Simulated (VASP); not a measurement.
# Sr2CuCN2O2: single point with PBE

Sr2CuCN2O2:

```
CELL_PARAMETERS angstrom
3.83745 0.00000 0.00000
0.00000 3.83745 0.00000
0.00000 0.00000 8.17845
ATOMIC_POSITIONS crystal
Sr 0.49313 0.49450 0.28308
Sr 0.49105 0.50554 0.70773
Cu 0.99820 0.99821 0.50164
O 0.49854 0.99526 0.50150
O 0.00343 0.50555 0.50233
N 0.99599 0.00415 0.14839
N 0.99766 0.99823 0.85121
C 0.00151 0.99855 0.00721
```

The cell comes from a database or a generator and needn't be the stable form of this composition.

The cell isn't the ideal one: atoms moved at random, drawn with an rms of 0.05 Å.

```yaml
Program: VASP 6.6.1
Task: single point
Functional: PBE
Potentials_or_basis: VASP PAW PBE potentials, release 64 (Sr_sv, Cu, O, N, C)
Cutoff: 520 eV
k_mesh: 7 × 7 × 4
Occupations: fermi-dirac, width 0.05 eV
Spin: no spin polarisation
```

- Pressure: 4.0 GPa
- Largest force: 10.181 eV/Å
- Band gap on the k mesh: none (metal or under the smearing width)

Forces in eV/Å, atoms in the order of the input:
```
Sr    0.066   0.044   0.403
Sr    0.125  -0.091   0.563
Cu   -0.015   0.438   0.011
O     0.006   0.175  -0.378
O    -0.168  -0.569  -0.392
N    -0.033   0.084   8.651
N     0.135  -0.067   1.322
C    -0.116  -0.014 -10.180
```

Stress tensor (GPa, compression positive):
```
 0.55  0.00 -0.14
 0.00  0.59  0.00
-0.14  0.00 10.75
```

Levels at points of the mesh, in eV from the Fermi level:
```csv
k point,band 25,band 26,band 27,band 28,band 29,band 30,band 31,band 32,band 33,band 34
"(0.00, 0.00, 0.00)",-1.98,-1.84,-1.81,-1.12,-1.12,1.75,3.17,3.41,5.08,5.55
"(0.00, 0.00, 0.50)",-2.00,-1.91,-1.86,-1.05,-1.05,2.03,3.41,3.60,4.75,4.98
```

Run time: 10 min on 1 thread of Intel(R) Xeon(R) Platinum 8259CL CPU @ 2.50GHz (Skylake/Cascade Lake), with other jobs on the host, peak memory 0.56 GiB.

Caveat: the standard files for N, O and F lose accuracy on very short bonds; an odd number of electrons without spin polarisation forces a metal; a magnetic or distorted state may lie lower; the run has no spin polarisation, though such a crystal can be magnetic; semilocal functionals often make such compounds metallic where correlation or magnetic order opens a gap, which also shifts bond lengths.
